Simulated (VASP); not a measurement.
# BCH₅O: harmonic vibrations of a molecule

BCH₅O, molecule in box, 8 atoms in the cell. PBE, harmonic vibrations; PAW potentials C, B, O, H (PBE set).

## Input

INCAR.step1:
```
ALGO = Normal
EDIFF = 1E-8
EDIFFG = -0.002
ENCUT = 400
IBRION = 2
ISIF = 2
ISMEAR = 0
ISYM = 0
LASPH = T
LCHARG = F
LREAL = F
LWAVE = F
NELM = 100
NSW = 60
POTIM = 0.5
PREC = Accurate
SIGMA = 0.01
```

INCAR.step2:
```
ALGO = Normal
EDIFF = 1E-8
ENCUT = 400
IBRION = 5
ISMEAR = 0
ISYM = 0
LASPH = T
LCHARG = F
LREAL = F
LWAVE = F
NELM = 100
NFREE = 2
NSW = 1
POTIM = 0.015
PREC = Accurate
SIGMA = 0.01
```

KPOINTS:
```
k-points
0
Gamma
  1 1 1
```

POSCAR.step1:
```
BH5CO
1.0
   13.0000000000      0.0000000000      0.0000000000
    0.0000000000     13.0000000000      0.0000000000
    0.0000000000      0.0000000000     11.0000000000
C B O H
1 1 1 5
Direct
    0.4514076900      0.5769576900      0.5001363600
    0.5381307700      0.5038500000      0.5460272700
    0.5175076900      0.4024500000      0.5619727300
    0.3783538500      0.5377961500      0.4842454500
    0.4752615400      0.6150192300      0.4158363600
    0.4389538500      0.6392500000      0.5656181800
    0.6236461500      0.5348653800      0.5679000000
    0.5757769200      0.3639807700      0.5903454500
```

Commands (each step's output is kept before the next begins):
```
cat potpaw_PBE.64/C/POTCAR potpaw_PBE.64/B/POTCAR potpaw_PBE.64/O/POTCAR potpaw_PBE.64/H/POTCAR > POTCAR
cp INCAR.step1 INCAR
cp POSCAR.step1 POSCAR
mpirun -np 4 vasp_gam > vasp.out
cp CONTCAR POSCAR
cp INCAR.step2 INCAR
mpirun -np 4 vasp_gam > vasp.out
```

## Result

- Vibrations (cm⁻¹; a negative value is imaginary): 3746, 3054, 3013, 2961, 2489, 1423, 1409, 1345, 1266, 1147, 1039, 958, 902, 772, 755, 533, 376, 112
- Zero-point energy (eV): 1.692
- Translations and rotations, which should read zero (cm⁻¹): -19, -14, -6, 1, 9, 18
- Vibrational entropy at 298 K (meV/K): 0.252
- Displaced cells: 48
- Ionic steps, all stages: 68
- Electronic steps, all stages: 1209

VASP 6.6.1 took 2557 s on 4 cores (AMD EPYC 7R43 (Zen 3)), a shared host.
